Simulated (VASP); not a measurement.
A run of VASP 6.6.1 is set up as follows.

Contents of INCAR:

```
ALGO = Normal ; EDIFF = 1E-6
ENCUT = 520 ; GGA = PE
ISIF = 2 ; ISMEAR = -1
LASPH = True ; LCHARG = True
LELF = True ; LREAL = False
LVHAR = True ; LWAVE = False
NBANDS = 36 ; NELM = 60
PREC = Accurate ; SIGMA = 0.05
```

KPOINTS

```
k-points
0
Gamma
  1 1 1
```

POSCAR

```
NaH8ClO4
1.0
    5.4737040000      0.0000000000      0.0000000000
    0.0000000000      5.4737040000      0.0000000000
    0.0000000000      0.0000000000      5.4737040000
O H Na Cl
4 8 1 1
Direct
    0.5692671726      0.3202767267      0.0097922723
    0.8222220274      0.0688564818      0.5447134153
    1.0327558816      0.5042472154      0.4026341212
    0.5058914402      0.7228012329      0.3467670155
    0.5386663217      0.4344407370      0.1453677437
    0.4559983514      0.1821983797      0.0051519045
    0.9200168661     -0.0124961087      0.6718850709
    0.9400581398      0.1703416918      0.4630137106
    1.0253934082      0.6043256997      0.2460856488
    1.1674544330      0.6052756963      0.4738473253
    0.6245496651      0.8523661491      0.3823370792
    0.4020129696      0.8042634384      0.2075559804
    0.6607956879      0.5157750584      0.6680668155
    0.1657195932      0.8083557313      0.9271966478
```

Potentials or basis: VASP PAW PBE potentials, release 64 (O, H, Na_pv, Cl).

Run with:

```bash
$ cat potpaw_PBE.64/O/POTCAR potpaw_PBE.64/H/POTCAR potpaw_PBE.64/Na_pv/POTCAR potpaw_PBE.64/Cl/POTCAR > POTCAR
$ mpirun -np 1 vasp_gam > vasp.out
```

(1) Predict the largest force.

(2) Estimate the band gap on the k mesh.

(3) What does it give for the pressure?

## Answers

(1) 2.073 eV/Å.

(2) 4.42 eV, direct.

(3) 0.1 GPa.
